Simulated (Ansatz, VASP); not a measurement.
# Pt (Pt wire along [111], 6 atoms a period): VASP beside Ansatz, part 2 of 2

One calculation is typed for both programs; each brings its own data sets. How far apart do they land? Of the first pair: The structure shown is the start of the Ansatz relaxation below; VASP solves that cell, so the two are compared at the walk's first step.

VASP 6.6.1 and Ansatz 0.2.0.

So far: The starting structure; Ansatz: relaxation, PBE.

### Step 3. VASP: single point, PBE, start cell, pair 1

Level of this step: PBE, spin-polarised from a ferromagnetic start; plane waves and PAW (Pt) (VASP).

The same cell, functional, mesh and smearing now go to VASP, with its own data sets.

Lines of VASP's logs that name or quote its potential files are left out, and so is its time.

The input, INCAR:

```
SYSTEM = Pt
PREC = Accurate
ENCUT = 400
EDIFF = 1E-06
NELM = 200
ISMEAR = -1
SIGMA = 0.05
LREAL = .FALSE.
ALGO = Normal
GGA = PE
NBANDS = 42
ISPIN = 2
MAGMOM = 0.39 0.33 0.35 0.4 0.35 0.4
LASPH = .TRUE.
LMAXMIX = 4
LORBIT = 11
LWAVE = .FALSE.
LCHARG = .FALSE.
ISIF = 2
GGA_COMPAT = .FALSE.
KPAR = 2
```

The input, POSCAR:

```
Pt
1.0
    9.6070000000      0.0000000000      0.0000000000
    0.0000000000     10.0410000000      0.0000000000
    0.0000000000      0.0000000000      6.8762420000
Pt
6
Direct
    0.3539086083      0.5000244996      0.0000000000
    0.6461136671      0.5000244996      0.0000000000
    0.5000111377      0.4193180958      0.3333333818
    0.6461136671      0.6614372572      0.3333333818
    0.5000111377      0.5807309033      0.6666666182
    0.6461136671      0.3386117419      0.6666666182
```

The input, KPOINTS:

```
Automatic mesh
0
Gamma
1 1 12
0 0 0
```

Potentials, in the order of the species: Pt (PBE family, release 64).

Launch:

```bash
mpirun -np 2 vasp_std
```

Numbers of over 12 decimals in the logs are rounded to 6 here.

The log of the run:

```text
[banner, memory and clock lines left out]
running    2 mpi-ranks, on    1 nodes
 distrk:  each k-point on    1 cores,    2 groups
 distr:  one band on    1 cores,    1 groups

 POSCAR found type information on POSCAR Pt
 POSCAR found :  1 types and       6 ions
 LDA part: xc-table for (Slater+PW92), standard interpolation
 POSCAR, INCAR and KPOINTS ok, starting setup
 FFT: planning ... GRIDC
 FFT: planning ... GRID_SOFT
 FFT: planning ... GRID
 WAVECAR not read
 entering main loop
       N       E                     dE             d eps       ncg     rms          rms(c)
DAV:   1     0.352555772150E+03    0.35256E+03   -0.16911E+04  1176   0.854E+02
DAV:   2     0.226080953348E+02   -0.32995E+03   -0.29615E+03  1744   0.157E+02
DAV:   3    -0.234967497172E+02   -0.46105E+02   -0.42395E+02  1428   0.637E+01
DAV:   4    -0.246874782873E+02   -0.11907E+01   -0.11703E+01  1302   0.104E+01
DAV:   5    -0.247255748472E+02   -0.38097E-01   -0.38043E-01  1548   0.192E+00    0.114E+01
DAV:   6    -0.232194355999E+02    0.15061E+01   -0.56099E+00  1206   0.130E+01    0.800E+00
DAV:   7    -0.233090551995E+02   -0.89620E-01   -0.25903E+00  1206   0.128E+01    0.652E+00
DAV:   8    -0.228648871494E+02    0.44417E+00   -0.21957E+00  1210   0.101E+01    0.285E+00
DAV:   9    -0.228216908460E+02    0.43196E-01   -0.23594E-01  1228   0.274E+00    0.151E+00
DAV:  10    -0.228305478971E+02   -0.88571E-02   -0.22724E-01  1220   0.245E+00    0.145E+00
DAV:  11    -0.228189755207E+02    0.11572E-01   -0.60463E-02  1204   0.163E+00    0.640E-01
DAV:  12    -0.228333113611E+02   -0.14336E-01   -0.18524E-02  1194   0.100E+00    0.510E-01
DAV:  13    -0.228528114996E+02   -0.19500E-01   -0.89927E-03  1194   0.677E-01    0.249E-01
DAV:  14    -0.228694810669E+02   -0.16670E-01   -0.56273E-03  1340   0.279E-01    0.105E-01
[...]
DAV:  18    -0.228752465097E+02   -0.55454E-03   -0.91007E-05  1214   0.552E-02    0.138E-02
DAV:  19    -0.228756097476E+02   -0.36324E-03   -0.46079E-05  1224   0.334E-02    0.102E-02
DAV:  20    -0.228757588504E+02   -0.14910E-03   -0.15946E-05  1300   0.173E-02    0.641E-03
DAV:  21    -0.228757999152E+02   -0.41065E-04   -0.61692E-06  1264   0.904E-03    0.240E-03
DAV:  22    -0.228758121121E+02   -0.12197E-04   -0.14152E-06   974   0.416E-03    0.133E-03
DAV:  23    -0.228758158174E+02   -0.37052E-05   -0.42738E-07   800   0.236E-03    0.913E-04
DAV:  24    -0.228758171969E+02   -0.13795E-05   -0.23549E-07   788   0.160E-03    0.439E-04
DAV:  25    -0.228758179138E+02   -0.71689E-06   -0.14148E-07   782   0.116E-03
   1 F= -.22875818E+02 E0= -.22827192E+02  d E =-.972517E-01  mag=     3.4267
```

Parts of OUTCAR (step 3):

```text
ion  position               nearest neighbor table
   1  0.354  0.500  0.000-   2 2.81   5 2.81   3 2.81
   2  0.646  0.500  0.000-   1 2.81   4 2.81   6 2.81   5 2.81   3 2.81
   3  0.500  0.419  0.333-   6 2.81   5 2.81   4 2.81   1 2.81   2 2.81
   4  0.646  0.661  0.333-   5 2.81   3 2.81   2 2.81
   5  0.500  0.581  0.667-   4 2.81   3 2.81   6 2.81   1 2.81   2 2.81
   6  0.646  0.339  0.667-   3 2.81   5 2.81   2 2.81

  LATTYP: Found a simple orthorhombic cell.
 ALAT       =     6.8762420000
 B/A-ratio  =     1.3971294204
 C/A-ratio  =     1.4602452910

 Subroutine GETGRP returns: Found  2 space group operations
 (whereof  1 operations were pure point group operations)

The static configuration has the point symmetry C_1 .
 The point group associated with its full space group is C_2 .

 Found      7 irreducible k-points:

   k-points           NKPTS =      7   k-points in BZ     NKDIM =      7   number of bands    NBANDS=     42

   dimension x,y,z NGX =    64 NGY =   70 NGZ =   48
   dimension x,y,z NGXF=   128 NGYF=  140 NGZF=   96

   ENCUT  =  400.0 eV  29.40 Ry    5.42 a.u.  15.67 16.37 11.21*2*pi/ulx,y,z

   NELECT =      60.0000    total number of electrons

 k-points in reciprocal lattice and weights: Automatic mesh
   0.00000000  0.00000000  0.00000000       0.083
   0.00000000  0.00000000  0.08333333       0.167
   0.00000000  0.00000000  0.16666667       0.167
   0.00000000  0.00000000  0.25000000       0.167
   0.00000000  0.00000000  0.33333333       0.167
   0.00000000  0.00000000  0.41666667       0.167
   0.00000000  0.00000000  0.50000000       0.083

 average (electrostatic) potential at core
       1 -75.4042       2 -76.0796       3 -76.0764       4 -75.4045       5 -76.0764
       6 -75.4045

 E-fermi :  -3.0931

 spin component 1
 k-point     1 :       0.0000    0.0000    0.0000
  band No.  band energies     occupation
    ...
     27      -3.5559      0.99990
     28      -3.5558      0.99990
     29      -3.4126      0.99832
     30      -3.4115      0.99829
     31      -3.3535      0.99456
     32      -3.0208      0.19088
     33      -3.0111      0.16258
     34      -2.0931      0.00000
     35      -2.0877      0.00000
     36      -0.7364      0.00000
    ...

 k-point     2 :       0.0000    0.0000    0.0833
  band No.  band energies     occupation
    ...
     27      -3.5659      0.99992
     28      -3.5527      0.99990
     29      -3.4230      0.99864
     30      -3.3863      0.99717
     31      -3.3541      0.99463
     32      -3.0462      0.28145
     33      -2.9669      0.07431
     34      -2.4390      0.00000
     35      -1.6377      0.00000
     36      -0.7794      0.00000
    ...

 k-point     3 :       0.0000    0.0000    0.1667
  band No.  band energies     occupation
    ...
     28      -3.5458      0.99988
     29      -3.4255      0.99871
     30      -3.3577      0.99500
     31      -3.3440      0.99343
     32      -3.1030      0.54967
     33      -2.8737      0.01229
     34      -2.6196      0.00008
     35      -1.1276      0.00000
     36      -0.9218      0.00000
     37       0.4420      0.00000
    ...

 k-point     4 :       0.0000    0.0000    0.2500
  band No.  band energies     occupation
    ...
     28      -3.5337      0.99985
     29      -3.4409      0.99905
     30      -3.3677      0.99590
     31      -3.2981      0.98370
     32      -3.1965      0.88792
     33      -2.7289      0.00069
     34      -2.6163      0.00007
     35      -1.1706      0.00000
     36      -0.6007      0.00000
     37       0.2727      0.00000
    ...

 k-point     5 :       0.0000    0.0000    0.3333
  band No.  band energies     occupation
    ...
     28      -3.5224      0.99981
     29      -3.4794      0.99956
     30      -3.3855      0.99713
     31      -3.2695      0.97151
     32      -3.2638      0.96819
     33      -2.5562      0.00002
     34      -2.5016      0.00001
     35      -1.4820      0.00000
     36      -0.1192      0.00000
     37       0.1741      0.00000
    ...

 k-point     6 :       0.0000    0.0000    0.4167
  band No.  band energies     occupation
    ...
     28      -3.5008      0.99971
     29      -3.4807      0.99957
     30      -3.3972      0.99773
     31      -3.3174      0.98888
     32      -3.2455      0.95474
     33      -2.4066      0.00000
     34      -2.3201      0.00000
     35      -1.7982      0.00000
     36      -0.1371      0.00000
     37       0.2196      0.00000
    ...

  Total      -10.3310007    -10.3759093    -20.2306015      0.0000000     -0.0015535      0.0000000
  in kB      -24.9538215    -25.0622951    -48.8656262      0.0000000     -0.0037524      0.0000000
  external PRESSURE =     -32.9605809 kB  Pullay stress =       0.0000000 kB

  energy-cutoff  :      400.00
  volume of cell :      663.31
      direct lattice vectors                 reciprocal lattice vectors
     9.607000000  0.000000000  0.000000000     0.104090767  0.000000000  0.000000000
     0.000000000 10.041000000  0.000000000     0.000000000  0.099591674  0.000000000
     0.000000000  0.000000000  6.876242000     0.000000000  0.000000000  0.145428273

 POSITION                                       TOTAL-FORCE (eV/Angst)
 -----------------------------------------------------------------------------------
      3.40000      5.02075      0.00000         2.429191      0.000000      0.000000
      6.20721      5.02075      0.00000        -2.470418      0.000000      0.000000
      4.80361      4.21037      2.29208         1.233278      2.136783     -0.000261
      6.20721      6.64149      2.29208        -1.212665     -2.101619     -0.003352
      4.80361      5.83112      4.58416         1.233278     -2.136783      0.000261
      6.20721      3.40000      4.58416        -1.212665      2.101619      0.003352
 -----------------------------------------------------------------------------------
    total drift:                                0.000133     -0.000001      0.000001

  FREE ENERGIE OF THE ION-ELECTRON SYSTEM (eV)
  ---------------------------------------------------
  free  energy   TOTEN  =       -22.8758179138 eV

  energy  without entropy=      -22.7785661786  energy(sigma->0) =      -22.82719205

 total charge
# of ion       s       p       d       tot
------------------------------------------
    1        0.565   0.114   8.128   8.806
    2        0.573   0.239   8.011   8.823
    3        0.573   0.239   8.010   8.822
    4        0.568   0.114   8.125   8.807
    5        0.573   0.239   8.010   8.822
    6        0.568   0.114   8.125   8.807
--------------------------------------------------
tot          3.419   1.059  48.409  52.886

 magnetization (x)
# of ion       s       p       d       tot
------------------------------------------
    1        0.018   0.004   0.568   0.590
    2       -0.001  -0.003   0.475   0.472
    3        0.000  -0.003   0.482   0.479
    4        0.020   0.004   0.569   0.593
    5        0.000  -0.003   0.482   0.479
    6        0.020   0.004   0.569   0.593
--------------------------------------------------
tot          0.058   0.003   3.146   3.207

[... 6 further parts left out ...]
```

### Step 4. Differences

Known differences besides the potentials themselves: VASP starts from the moments at which Ansatz ended; the data sets hold 108 valence electrons in Ansatz (on its default PAW (the set named soft_2) files) and 60 in VASP; the cutoff is 420 eV in Ansatz and 400 eV in VASP. Total energies have different zeros and are not compared.

Forces (eV/Å; atoms numbered as in POSCAR):

```
atom          Ansatz x, y, z            VASP x, y, z
 Pt1     2.429, 0.000, 0.000     2.429, 0.000, 0.000
 Pt2    -2.475, 0.000, 0.000    -2.470, 0.000, 0.000
 Pt3     1.235, 2.140, 0.000     1.233, 2.137, 0.000
 Pt4  -1.213, -2.101, -0.003  -1.213, -2.102, -0.003
 Pt5    1.235, -2.140, 0.000    1.233, -2.137, 0.000
 Pt6    -1.213, 2.101, 0.003    -1.213, 2.102, 0.003
```

The forces differ by 1.6 meV/Å r.m.s., which is 0.1 % of the r.m.s. force of 1.413 eV/Å (both taken over all components). Moments aren't recorded for both runs of this pair, so they may hold unlike magnetic states.

### Step 5. Ansatz: relaxation, PBE

This run makes the geometry at which the two programs are then compared. The cell compared in this pair holds 611.42 Å³, against 663.31 Å³ for the pair before.

The structure compared here is the end of the Ansatz relaxation.

The input, input.yaml:

```yaml
crystal:
  lattice:
    - [9.607, 0.0, 0.0]
    - [0.0, 10.041, 0.0]
    - [0.0, 0.0, 6.876241706]
  atoms:
    - { symbol: Pt, position: [0.353908608, 0.500024471, 0.0], spin: 0.48 }
    - { symbol: Pt, position: [0.646113659, 0.500024471, 0.0], spin: 0.48 }
    - { symbol: Pt, position: [0.500011134, 0.419318082, 0.333333333], spin: 0.48 }
    - { symbol: Pt, position: [0.646113659, 0.66143725, 0.333333333], spin: 0.48 }
    - { symbol: Pt, position: [0.500011134, 0.58073086, 0.666666667], spin: 0.48 }
    - { symbol: Pt, position: [0.646113659, 0.338611692, 0.666666667], spin: 0.48 }
magnetization:
  spin_polarized: true
kpoints:
  mp_grid: { grid: [1, 1, 12] }
scf:
  occupations: { method: fermi_dirac, width: 0.05 }
hamiltonian:
  xc: pbe
relax:
  cell: { fix: [a, b, alpha, beta, gamma] }
  max_steps: 60
```

Launch:

```bash
ansatz run input.yaml --threads 8 --pin off --max-ram 16384MiB --backend cpu --events-out ev --progress --plain --runs-dir out
```

The log of the run:

```text
[...]
Crystal: 6 atoms, lattice volume = 663.309 Å³
Basis set: ecut = 420 eV, 12927 PW (Γ), exchange–correlation on 144×144×96 points (8 copies of the dense FFT grid, shifted against one another)
Bands: 67, of which v1, the nominal top of the filled ones, is band 54 counted from 1 (53 counted from 0)
Symmetry: 2 space group operations
[...]
- [9.607, 0, 0]
    - [0, 10.041, 0]
    - [0, 0, 6.338306]
  atoms:
    - { symbol: Pt, position: [0.370413, 0.500024471, 0] }
    - { symbol: Pt, position: [0.635697, 0.500024471, 0] }
    - { symbol: Pt, position: [0.505217, 0.427635, 0.333513] }
    - { symbol: Pt, position: [0.637863, 0.648013, 0.333004] }
    - { symbol: Pt, position: [0.505217, 0.572414, 0.666487] }
    - { symbol: Pt, position: [0.637863, 0.352036, 0.666996] }
[key lines of the parts left out:]
SCF converged after 10 iterations
Magnetization: 2.7529 μB (55.3764 up, 52.6236 down)
Free energy (F): -75126.468014 eV
Fermi energy:    -0.931698 eV
P = ⅓ Tr σ = 0.0132 GPa (0.132 kbar)
```

### Step 6. VASP: single point, PBE, relaxed cell, pair 2

The same cell, functional, mesh and smearing now go to VASP, with its own data sets.

INCAR: that of step 3 with these lines changed.

```diff
@@ -2,3 +2,3 @@
 PREC = Accurate
-ENCUT = 400
+ENCUT = 500
 EDIFF = 1E-06
```

The input, POSCAR:

```
Pt
1.0
    9.6070000000      0.0000000000      0.0000000000
    0.0000000000     10.0410000000      0.0000000000
    0.0000000000      0.0000000000      6.3383063388
Pt
6
Direct
    0.3704129874      0.5000244710      0.0000000000
    0.6356974791      0.5000244710      0.0000000000
    0.5052173044      0.4276350414      0.3335127754
    0.6378633888      0.6480130949      0.3330040186
    0.5052173044      0.5724139006      0.6664872246
    0.6378633888      0.3520358471      0.6669959814
```

KPOINTS is that of step 3.

Launch:

```bash
mpirun -np 2 vasp_std
```

The log of the run:

```text
[... set-up lines as in an earlier step ...]
 entering main loop
       N       E                     dE             d eps       ncg     rms          rms(c)
DAV:   1     0.387624372884E+03    0.38762E+03   -0.19734E+04  1176   0.103E+03
DAV:   2     0.212951000524E+02   -0.36633E+03   -0.32703E+03  1640   0.177E+02
DAV:   3    -0.259965771342E+02   -0.47292E+02   -0.43924E+02  1462   0.683E+01
DAV:   4    -0.271515922693E+02   -0.11550E+01   -0.11297E+01  1308   0.107E+01
[...]
DAV:  22    -0.249872169701E+02   -0.16589E-04   -0.16536E-06   990   0.317E-03    0.190E-03
DAV:  23    -0.249872207249E+02   -0.37548E-05   -0.61405E-07   902   0.216E-03    0.116E-03
DAV:  24    -0.249872212096E+02   -0.48466E-06   -0.20752E-07   812   0.177E-03
   1 F= -.24987221E+02 E0= -.24937208E+02  d E =-.100027E+00  mag=     2.8513
```

Parts of OUTCAR (step 6):

```text
  Total       -0.0438245     -0.1031932     -0.3309967      0.0000000      0.0139420      0.0000000
  in kB       -0.1148390     -0.2704106     -0.8673537      0.0000000      0.0365340      0.0000000
  external PRESSURE =      -0.4175344 kB  Pullay stress =       0.0000000 kB

 POSITION                                       TOTAL-FORCE (eV/Angst)
 -----------------------------------------------------------------------------------
      3.55856      5.02075      0.00000         0.010427      0.000000      0.000000
      6.10715      5.02075      0.00000        -0.027931      0.000000      0.000000
      4.85362      4.29388      2.11391         0.016446      0.023646     -0.000126
      6.12795      6.50670      2.11068        -0.007693     -0.009907      0.000873
      4.85362      5.74761      4.22440         0.016446     -0.023646      0.000126
      6.12795      3.53479      4.22762        -0.007693      0.009907     -0.000873
 -----------------------------------------------------------------------------------
    total drift:                               -0.000108      0.000001      0.000000

  FREE ENERGIE OF THE ION-ELECTRON SYSTEM (eV)
  ---------------------------------------------------
  free  energy   TOTEN  =       -24.9872212096 eV

  energy  without entropy=      -24.8871946862  energy(sigma->0) =      -24.93720795

 magnetization (x)
# of ion       s       p       d       tot
------------------------------------------
    1        0.022   0.010   0.420   0.451
    2        0.006   0.003   0.354   0.363
    3        0.008   0.004   0.368   0.380
    4        0.026   0.010   0.429   0.465
    5        0.008   0.004   0.368   0.380
    6        0.026   0.010   0.429   0.465
--------------------------------------------------
tot          0.096   0.041   2.367   2.503

[... 1 part as in an earlier step ...]

[... 2 further parts left out ...]
[key lines of the parts left out:]
E-fermi :  -2.7476
```

### Step 7. Comparison

What differs besides the data sets and the points named for the pairs above, as far as they apply: the data sets hold 108 valence electrons in Ansatz (on its default PAW (the set named soft_2) files) and 60 in VASP; the cutoff is 420 eV in Ansatz and 500 eV in VASP; Ansatz's pressure holds a Pulay correction, VASP's none; site moments are counted in spheres of each program's own size. Total energies have different zeros and are not compared.

Compared:

```
          quantity  Ansatz   VASP  difference
    pressure (GPa)    0.01  -0.04       +0.05
 total moment (μB)    2.75   2.85       -0.10
moment on Pt4 (μB)    0.40   0.47       -0.06
moment on Pt6 (μB)    0.40   0.47       -0.06
moment on Pt1 (μB)    0.39   0.45       -0.06
moment on Pt3 (μB)    0.35   0.38       -0.03
moment on Pt5 (μB)    0.35   0.38       -0.03
moment on Pt2 (μB)    0.33   0.36       -0.03
```

At this near-relaxed geometry the largest component of a force difference is 24 meV/Å.

### Step 8. Other set-ups

Further runs change the set-up of one program: Ansatz's method, potentials or start, or VASP's data sets, cutoff or form of LDA. The table gives Ansatz less VASP for each quantity, since a change that brings one quantity closer may part another.

```
                             run  r.m.s. force difference (meV/Å)  pressure (GPa)  total moment (μB)
                        as above                               12           0.055             -0.098
VASP with the data sets Pt_sv_GW                               15            0.48             0.0039
```

### Step 9. Outcome

| Quantity | Value |
| --- | --- |
| r.m.s. force difference (single point, PBE, start cell, pair 1) | 0.11 % of the r.m.s. force |
| r.m.s. force difference (single point, PBE, relaxed cell, pair 2) | 12 meV/Å |

**Reading.** The r.m.s. force difference is 12 meV/Å (single point, PBE, relaxed cell, pair 2), at about the 12 meV/Å picked in this series as the mark of a large difference. The data sets hold unlike numbers of valence electrons (108 in Ansatz and 60 in VASP), so part of the differences comes from the potentials. Single point, PBE, relaxed cell, pair 2, VASP with the data sets Pt_sv_GW: the difference in pressure goes from 0.055 to 0.48 GPa; the difference in total moment goes from -0.098 to 0.0039 μB. How closely two codes agree says nothing of how well the functional describes the real material.

[Lines on the potential files, build, host, timing and source positions are cut from VASP's logs without a mark.]

[Logs are printed without paths, hosts, clocks, repeated set-up lines and the standing remarks that a program may print on its own settings, such as how far it seeks lower states.]

[Hosts, paths, dates, database ids (printed as entryN), source tags and the programs' standing remarks are cut or masked in the printed files.]
